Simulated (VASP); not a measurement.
A run of VASP 6.6.1:

INCAR

```
SYSTEM = Si3SnSe4
PREC = Accurate
ENCUT = 600
EDIFF = 1E-7
ISMEAR = 0
SIGMA = 0.1
LREAL = .FALSE.
LASPH = .TRUE.
NELM = 100
ALGO = Normal
ISIF = 3
LWAVE = .FALSE.
LCHARG = .FALSE.
GGA = PE
IBRION = 2
NSW = 90
EDIFFG = -0.04
```

File KPOINTS:

```
regular mesh
0
G
  4 4 4
  0 0 0
```

The input POSCAR:

```
Si3SnSe4
1.0
    5.1886435500      0.0000000000      0.0000000000
    0.0000000000      5.1886435500      0.0000000000
    0.0000000000      0.0000000000      5.1886435500
Si Sn Se
3 1 4
Direct
    0.0000000000      0.5000000000      0.5000000000
    0.5000000000      0.0000000000      0.5000000000
    0.5000000000      0.5000000000      0.0000000000
    0.5000000000      0.5000000000      0.5000000000
    0.5000000000      0.0000000000      0.0000000000
    0.0000000000      0.5000000000      0.0000000000
    0.0000000000      0.0000000000      0.5000000000
    0.0000000000      0.0000000000      0.0000000000
```

Potentials or basis: VASP PAW PBE potentials, release 64 (Si, Sn_d, Se).

Run with:

```sh
$ cat potpaw_PBE.64/Si/POTCAR potpaw_PBE.64/Sn_d/POTCAR potpaw_PBE.64/Se/POTCAR > POTCAR
$ mpirun -np 1 vasp_std > vasp.out
```

Hardware: 1 thread of Intel(R) Xeon(R) 6975P-C (Granite Rapids), on a shared host.

Task: How long does it take, and how much memory?

Result: Wall time 2.4 min on 1 thread of Intel(R) Xeon(R) 6975P-C (Granite Rapids), on a shared host, peak memory 0.29 GiB. Counts: scf iterations 68, k points 10, ion steps 3.
